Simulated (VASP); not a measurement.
Given:

```
CELL_PARAMETERS angstrom
      5.70451     0.00000     0.00000
      0.00000     4.57650     0.00000
      0.00000     0.00000    10.01250
ATOMIC_POSITIONS crystal
  Ge 0.63792 0.25000 0.62430
  Ge 0.13792 0.25000 0.87570
  Ge 0.36208 0.75000 0.37570
  Ge 0.86208 0.75000 0.12430
  Se 0.56454 0.25000 0.88195
  Se 0.06454 0.25000 0.61805
  Se 0.43546 0.75000 0.11805
  Se 0.93546 0.75000 0.38195
  Se 0.56698 0.25000 0.36425
  Se 0.06698 0.25000 0.13575
  Se 0.43302 0.75000 0.63575
  Se 0.93302 0.75000 0.86425
```

These are PBEsol GGA, VASP's PBE PAW potentials (set 64) (plane waves; VASP 6.6.1) values and carry that method's errors. Numerical set-up: 400 eV cut-off, 6×8×4 Γ-centred mesh, tetrahedra with Blöchl corrections, potentials Ge_d Se.

The cores are frozen, which limits the accuracy of field gradients.

Give the principal components of the electric field gradient (V/Å²) and the asymmetry η at each nucleus.

| atom | Vxx | Vyy | Vzz | η |
|---|---|---|---|---|
| Ge1 | -7.8 | -0.4 | 8.1 | 0.91 |
| Ge2 | -7.8 | -0.4 | 8.1 | 0.91 |
| Ge3 | -7.8 | -0.4 | 8.1 | 0.91 |
| Ge4 | -7.8 | -0.4 | 8.1 | 0.91 |
| Se5 | -175.1 | -22.8 | 197.9 | 0.77 |
| Se6 | -175.1 | -22.8 | 197.9 | 0.77 |
| Se7 | -175.1 | -22.8 | 197.9 | 0.77 |
| Se8 | -175.1 | -22.8 | 197.9 | 0.77 |
| Se9 | -147.8 | -35.1 | 182.9 | 0.62 |
| Se10 | -147.8 | -35.1 | 182.9 | 0.62 |
| Se11 | -147.8 | -35.1 | 182.9 | 0.62 |
| Se12 | -147.8 | -35.1 | 182.9 | 0.62 |

The structure was generated: GeSe2 was put into the cotunnite type (Pnma), which need not be its known phase. It was relaxed first, which changed the volume by +25 %.
